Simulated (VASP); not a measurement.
Calculation: LDA (Ceperley-Alder, Perdew-Zunger), VASP's LDA PAW potentials (set 64) (plane waves; VASP).

VASP input:

File KPOINTS:
```
Automatic mesh
0
Gamma
5 5 4
0 0 0
```

**INCAR**
```
SYSTEM = PbO
PREC = Accurate; ENCUT = 650; LREAL = .FALSE.
LASPH = .TRUE.
EDIFF = 1E-7; NELM = 100; ALGO = Normal
LMAXMIX = 4
ISMEAR = 0; SIGMA = 0.05
IBRION = 6; NSW = 1; ISIF = 3
POTIM = 0.015; NFREE = 2
LWAVE = .FALSE.; LCHARG = .FALSE.
```

### POSCAR
```
PbO
1
    3.9443926837     0.0000000000     0.0000000000
    0.0000000000     3.9443926837    -0.0000000000
    0.0000000000    -0.0000000000     4.8878271118
Pb O
2 2
Direct
  0.5000000000   1.0000000000   0.7579538409
  0.0000000000   0.5000000000   0.2420461591
  0.5000000000   0.5000000000   0.0000000000
  1.0000000000   0.0000000000   0.0000000000
```

POTCAR, in this order: Pb_d O (LDA.64 set). Program: vasp_std.

The resulting files:

**OSZICAR**
```
...
DAV:   4    -0.244089202233E+02   -0.12797E-02   -0.16949E-02  1864   0.135E+00    0.496E-02
DAV:   5    -0.244088853852E+02    0.34838E-04   -0.40867E-04  2312   0.222E-01    0.189E-02
DAV:   6    -0.244088841702E+02    0.12150E-05   -0.59577E-05  1944   0.570E-02    0.902E-03
DAV:   7    -0.244088840158E+02    0.15436E-06   -0.57420E-06  2048   0.194E-02    0.518E-03
DAV:   8    -0.244088839500E+02    0.65809E-07   -0.17660E-06  2368   0.112E-02    0.164E-03
DAV:   9    -0.244088838867E+02    0.63323E-07   -0.42270E-07  1584   0.640E-03
  13 F= -.24408884E+02 E0= -.24408884E+02  d E =-.208524E-16
       N       E                     dE             d eps       ncg     rms          rms(c)
DAV:   1    -0.244389150735E+02   -0.30031E-01   -0.30417E+00  2032   0.138E+01    0.870E-01
DAV:   2    -0.244224962255E+02    0.16419E-01   -0.10866E-01  2336   0.368E+00    0.528E-01
DAV:   3    -0.244105297473E+02    0.11966E-01   -0.27082E-02  2432   0.214E+00    0.519E-02
DAV:   4    -0.244109283478E+02   -0.39860E-03   -0.46429E-03  1808   0.665E-01    0.282E-02
DAV:   5    -0.244109196597E+02    0.86881E-05   -0.90383E-05  2320   0.987E-02    0.139E-02
DAV:   6    -0.244109179777E+02    0.16820E-05   -0.18645E-05  1936   0.362E-02    0.419E-03
DAV:   7    -0.244109180351E+02   -0.57365E-07   -0.20079E-06  1912   0.123E-02    0.226E-03
DAV:   8    -0.244109180052E+02    0.29921E-07   -0.22671E-07  1280   0.472E-03
  14 F= -.24410918E+02 E0= -.24410918E+02  d E =-.556070E-17
       N       E                     dE             d eps       ncg     rms          rms(c)
DAV:   1    -0.243991834935E+02    0.11735E-01   -0.44108E+00  1920   0.108E+01    0.169E-01
DAV:   2    -0.244110017971E+02   -0.11818E-01   -0.12274E-01  2336   0.340E+00    0.897E-02
DAV:   3    -0.244109653319E+02    0.36465E-04   -0.89745E-04  2304   0.494E-01    0.597E-02
DAV:   4    -0.244109145812E+02    0.50751E-04   -0.26403E-04  1968   0.387E-01    0.142E-02
DAV:   5    -0.244109192666E+02   -0.46854E-05   -0.48773E-05  2040   0.712E-02    0.691E-03
DAV:   6    -0.244109179220E+02    0.13445E-05   -0.62917E-06  2008   0.527E-02    0.194E-03
DAV:   7    -0.244109180252E+02   -0.10315E-06   -0.89822E-07  2240   0.103E-02    0.950E-04
DAV:   8    -0.244109180071E+02    0.18107E-07   -0.16493E-07  1072   0.817E-03
  15 F= -.24410918E+02 E0= -.24410918E+02  d E =-.564087E-17
       N       E                     dE             d eps       ncg     rms          rms(c)
DAV:   1    -0.244026860222E+02    0.82320E-02   -0.32443E+00  1064   0.102E+01    0.132E-01
DAV:   2    -0.244105104153E+02   -0.78244E-02   -0.80596E-02  1360   0.290E+00    0.757E-02
DAV:   3    -0.244104128008E+02    0.97614E-04   -0.53945E-04  1336   0.512E-01    0.501E-02
DAV:   4    -0.244103336678E+02    0.79133E-04   -0.32839E-04  1176   0.635E-01    0.107E-02
DAV:   5    -0.244103473164E+02   -0.13649E-04   -0.15111E-04   944   0.126E-01    0.804E-03
DAV:   6    -0.244103448536E+02    0.24628E-05   -0.61502E-06  1360   0.687E-02    0.422E-03
DAV:   7    -0.244103440212E+02    0.83246E-06   -0.37997E-06  1336   0.423E-02    0.850E-04
DAV:   8    -0.244103438901E+02    0.13109E-06   -0.68642E-07   992   0.133E-02    0.391E-04
DAV:   9    -0.244103436732E+02    0.21686E-06   -0.23538E-08   560   0.415E-03    0.110E-04
DAV:  10    -0.244103435715E+02    0.10173E-06   -0.13889E-08   536   0.216E-03    0.665E-05
DAV:  11    -0.244103435182E+02    0.53231E-07   -0.80964E-09   528   0.187E-03
  16 F= -.24410344E+02 E0= -.24410344E+02  d E =-.818506E-18
       N       E                     dE             d eps       ncg     rms          rms(c)
DAV:   1    -0.243937941443E+02    0.16549E-01   -0.65006E+00  1040   0.144E+01    0.241E-01
DAV:   2    -0.244098043314E+02   -0.16010E-01   -0.17795E-01  1360   0.494E+00    0.131E-01
DAV:   3    -0.244098623313E+02   -0.58000E-04   -0.28070E-03  1112   0.697E-01    0.815E-02
DAV:   4    -0.244097654268E+02    0.96904E-04   -0.39096E-04  1208   0.271E-01    0.196E-02
DAV:   5    -0.244097638171E+02    0.16097E-05   -0.24518E-05  1216   0.492E-02    0.855E-03
DAV:   6    -0.244097629516E+02    0.86544E-06   -0.65804E-06  1088   0.390E-02    0.260E-03
DAV:   7    -0.244097630166E+02   -0.64923E-07   -0.66834E-07  1256   0.961E-03
  17 F= -.24409763E+02 E0= -.24409763E+02  d E =-.346627E-16
       N       E                     dE             d eps       ncg     rms          rms(c)
DAV:   1    -0.244037233795E+02    0.60396E-02   -0.28599E+00  1584   0.118E+01    0.198E-01
DAV:   2    -0.244109277347E+02   -0.72044E-02   -0.76554E-02  2328   0.286E+00    0.107E-01
DAV:   3    -0.244108412253E+02    0.86509E-04   -0.18734E-03  2232   0.516E-01    0.700E-02
DAV:   4    -0.244107039276E+02    0.13730E-03   -0.35870E-04  2568   0.505E-01    0.199E-02
DAV:   5    -0.244107112306E+02   -0.73030E-05   -0.17690E-04  2176   0.126E-01    0.884E-03
DAV:   6    -0.244107102277E+02    0.10029E-05   -0.85022E-06  2296   0.891E-02    0.444E-03
DAV:   7    -0.244107101309E+02    0.96818E-07   -0.18821E-06  2304   0.146E-02    0.188E-03
DAV:   8    -0.244107101101E+02    0.20797E-07   -0.20705E-07  1192   0.532E-03
  18 F= -.24410710E+02 E0= -.24410710E+02  d E =-.743768E-17
       N       E                     dE             d eps       ncg     rms          rms(c)
DAV:   1    -0.244056607622E+02    0.50494E-02   -0.34061E+00  1768   0.101E+01    0.198E-01
DAV:   2    -0.244111829303E+02   -0.55222E-02   -0.64027E-02  2032   0.181E+00    0.109E-01
DAV:   3    -0.244108264712E+02    0.35646E-03   -0.12444E-03  1824   0.300E-01    0.562E-02
DAV:   4    -0.244107025209E+02    0.12395E-03   -0.49390E-04  2104   0.190E-01    0.116E-02
DAV:   5    -0.244107113939E+02   -0.88731E-05   -0.99351E-05  1680   0.719E-02    0.117E-02
DAV:   6    -0.244107107697E+02    0.62423E-06   -0.56011E-06  2392   0.196E-02    0.642E-03
DAV:   7    -0.244107100660E+02    0.70373E-06   -0.35638E-06  2240   0.149E-02    0.102E-03
DAV:   8    -0.244107101163E+02   -0.50313E-07   -0.60799E-07  1824   0.515E-03
  19 F= -.24410710E+02 E0= -.24410710E+02  d E =-.743924E-17
       N       E                     dE             d eps       ncg     rms          rms(c)
DAV:   1    -0.244072742792E+02    0.34358E-02   -0.24819E+00  1440   0.945E+00    0.128E-01
DAV:   2    -0.244111467243E+02   -0.38724E-02   -0.44139E-02  1712   0.178E+00    0.772E-02
DAV:   3    -0.244109180001E+02    0.22872E-03   -0.79445E-04  1616   0.340E-01    0.473E-02
DAV:   4    -0.244106991391E+02    0.21886E-03   -0.29155E-04  1904   0.219E-01    0.118E-02
DAV:   5    -0.244106636967E+02    0.35442E-04   -0.98865E-05  1368   0.798E-02    0.917E-03
DAV:   6    -0.244106377806E+02    0.25916E-04   -0.12544E-05  1904   0.680E-02    0.448E-03
DAV:   7    -0.244106341472E+02    0.36334E-05   -0.43379E-06  1600   0.171E-02    0.109E-03
DAV:   8    -0.244106328503E+02    0.12969E-05   -0.53188E-07  1480   0.695E-03    0.547E-04
DAV:   9    -0.244106328722E+02   -0.21884E-07   -0.37730E-08   768   0.400E-03
  20 F= -.24410633E+02 E0= -.24410633E+02  d E =-.633158E-11
       N       E                     dE             d eps       ncg     rms          rms(c)
DAV:   1    -0.244049434124E+02    0.56894E-02   -0.38008E+00  1600   0.108E+01    0.197E-01
DAV:   2    -0.244111924889E+02   -0.62491E-02   -0.72374E-02  1704   0.230E+00    0.116E-01
DAV:   3    -0.244107947210E+02    0.39777E-03   -0.14773E-03  1784   0.576E-01    0.673E-02
DAV:   4    -0.244106152044E+02    0.17952E-03   -0.69329E-04  1928   0.401E-01    0.127E-02
DAV:   5    -0.244106339468E+02   -0.18742E-04   -0.20859E-04  1336   0.126E-01    0.113E-02
DAV:   6    -0.244106334819E+02    0.46493E-06   -0.10719E-05  2080   0.757E-02    0.674E-03
DAV:   7    -0.244106328190E+02    0.66294E-06   -0.40564E-06  1960   0.275E-02    0.175E-03
DAV:   8    -0.244106328857E+02   -0.66721E-07   -0.86167E-07  1448   0.766E-03
  21 F= -.24410633E+02 E0= -.24410633E+02  d E =-.633311E-11
```

File OUTCAR:
```
------------------------ aborting loop because EDIFF is reached ----------------------------------------
  FORCE on cell =-STRESS in cart. coord.  units (eV):
  Direction    XX          YY          ZZ          XY          YZ          ZX
  --------------------------------------------------------------------------------------
  Total       -0.1635182      0.0771025     -0.0987580      0.0000000      0.0000000      0.0000000
  in kB       -3.4450907      1.6244369     -2.0806863      0.0000000      0.0000000      0.0000000
  external PRESSURE =      -1.3004467 kB  Pullay stress =       0.0000000 kB
  volume of cell :       76.05
      direct lattice vectors                 reciprocal lattice vectors
     3.944392684  0.000000000  0.000000000     0.253524454  0.000000000  0.000000000
     0.000000000  3.944392684  0.000000000     0.000000000  0.253524454  0.000000000
     0.000000000  0.000000000  4.887827112     0.000000000  0.000000000  0.204589888
 POSITION                                       TOTAL-FORCE (eV/Angst)
 -----------------------------------------------------------------------------------
      1.97220      0.00000      3.70475         0.000000      0.000000     -0.043232
      0.00000      1.97220      1.18308         0.000000      0.000000     -0.083507
      1.97220      1.97220     -0.01500         0.000000      0.000000      0.118846
      0.00000      0.00000      0.00000         0.000000      0.000000      0.007893
 -----------------------------------------------------------------------------------
    total drift:                               -0.000000      0.000000      0.000361
  FREE ENERGIE OF THE ION-ELECTRON SYSTEM (eV)
  ---------------------------------------------------
  free  energy   TOTEN  =       -24.4106328857 eV

  energy  without entropy=      -24.4106328857  energy(sigma->0) =      -24.41063289

   1 f  =   12.700157 THz    79.797438 2PiTHz  423.631627 cm-1    52.523604 meV
             X         Y         Z           dx          dy          dz
      1.972196  0.000000  3.704747    -0.056288    0.005919    0.000000
      0.000000  1.972196  1.183080     0.056288   -0.005919   -0.000000
      1.972196  1.972196  0.000000    -0.700973   -0.073709   -0.000000
      0.000000  0.000000  0.000000     0.700973    0.073709   -0.000000

   2 f  =   12.700157 THz    79.797438 2PiTHz  423.631627 cm-1    52.523604 meV
             X         Y         Z           dx          dy          dz
      1.972196  0.000000  3.704747    -0.005919   -0.056288    0.000000
      0.000000  1.972196  1.183080     0.005919    0.056288    0.000000
      1.972196  1.972196  0.000000    -0.073709    0.700973   -0.000000
      0.000000  0.000000  0.000000     0.073709   -0.700973    0.000000

   3 f  =   11.788986 THz    74.072382 2PiTHz  393.238236 cm-1    48.755305 meV
             X         Y         Z           dx          dy          dz
      1.972196  0.000000  3.704747    -0.000000    0.000000   -0.189232
      0.000000  1.972196  1.183080     0.000000   -0.000000   -0.189232
      1.972196  1.972196  0.000000    -0.000000   -0.000000    0.681316
      0.000000  0.000000  0.000000     0.000000    0.000000    0.681316

   4 f  =   10.631480 THz    66.799558 2PiTHz  354.627994 cm-1    43.968248 meV
             X         Y         Z           dx          dy          dz
      1.972196  0.000000  3.704747     0.000000    0.000000    0.000000
      0.000000  1.972196  1.183080     0.000000    0.000000    0.000000
      1.972196  1.972196  0.000000    -0.000000   -0.000000    0.707107
      0.000000  0.000000  0.000000     0.000000   -0.000000   -0.707107

   5 f  =    8.108638 THz    50.948073 2PiTHz  270.475038 cm-1    33.534616 meV
             X         Y         Z           dx          dy          dz
      1.972196  0.000000  3.704747     0.165793   -0.091450    0.000000
      0.000000  1.972196  1.183080     0.165793   -0.091450    0.000000
      1.972196  1.972196  0.000000    -0.596552    0.329052   -0.000000
      0.000000  0.000000  0.000000    -0.596552    0.329052    0.000000

   6 f  =    8.108638 THz    50.948073 2PiTHz  270.475038 cm-1    33.534616 meV
             X         Y         Z           dx          dy          dz
      1.972196  0.000000  3.704747    -0.091450   -0.165793   -0.000000
      0.000000  1.972196  1.183080    -0.091450   -0.165793    0.000000
      1.972196  1.972196  0.000000     0.329052    0.596552    0.000000
      0.000000  0.000000  0.000000     0.329052    0.596552   -0.000000

   7 f  =    4.527612 THz    28.447826 2PiTHz  151.024883 cm-1    18.724691 meV
             X         Y         Z           dx          dy          dz
      1.972196  0.000000  3.704747    -0.000000    0.000000   -0.707107
      0.000000  1.972196  1.183080     0.000000    0.000000    0.707107
      1.972196  1.972196  0.000000     0.000000   -0.000000   -0.000000
      0.000000  0.000000  0.000000    -0.000000    0.000000    0.000000

   8 f  =    2.618627 THz    16.453319 2PiTHz   87.347997 cm-1    10.829767 meV
             X         Y         Z           dx          dy          dz
      1.972196  0.000000  3.704747    -0.342034    0.616287   -0.000000
      0.000000  1.972196  1.183080     0.342034   -0.616287    0.000000
      1.972196  1.972196  0.000000     0.027465    0.049488   -0.000000
      0.000000  0.000000  0.000000    -0.027465   -0.049488    0.000000

   9 f  =    2.618627 THz    16.453319 2PiTHz   87.347997 cm-1    10.829767 meV
             X         Y         Z           dx          dy          dz
      1.972196  0.000000  3.704747     0.616287    0.342034   -0.000000
      0.000000  1.972196  1.183080    -0.616287   -0.342034    0.000000
      1.972196  1.972196  0.000000    -0.049488    0.027465   -0.000000
      0.000000  0.000000  0.000000     0.049488   -0.027465   -0.000000

  10 f/i=    0.000249 THz     0.001563 2PiTHz    0.008296 cm-1     0.001029 meV
             X         Y         Z           dx          dy          dz
      1.972196  0.000000  3.704747    -0.648490    0.208831    0.000000
      0.000000  1.972196  1.183080    -0.648490    0.208831    0.000000
      1.972196  1.972196  0.000000    -0.180227    0.058038    0.000000
      0.000000  0.000000  0.000000    -0.180227    0.058038    0.000000

  11 f/i=    0.000249 THz     0.001563 2PiTHz    0.008296 cm-1     0.001029 meV
             X         Y         Z           dx          dy          dz
      1.972196  0.000000  3.704747     0.208831    0.648490    0.000000
      0.000000  1.972196  1.183080     0.208831    0.648490    0.000000
      1.972196  1.972196  0.000000     0.058038    0.180227    0.000000
      0.000000  0.000000  0.000000     0.058038    0.180227    0.000000

  12 f/i=    0.001526 THz     0.009587 2PiTHz    0.050898 cm-1     0.006310 meV
             X         Y         Z           dx          dy          dz
      1.972196  0.000000  3.704747     0.000000   -0.000000    0.681316
      0.000000  1.972196  1.183080     0.000000   -0.000000    0.681316
      1.972196  1.972196  0.000000     0.000000   -0.000000    0.189232
      0.000000  0.000000  0.000000     0.000000   -0.000000    0.189232

...
```
(Selected blocks of OUTCAR.)

The compound is PbO in the litharge structure. It was relaxed first.
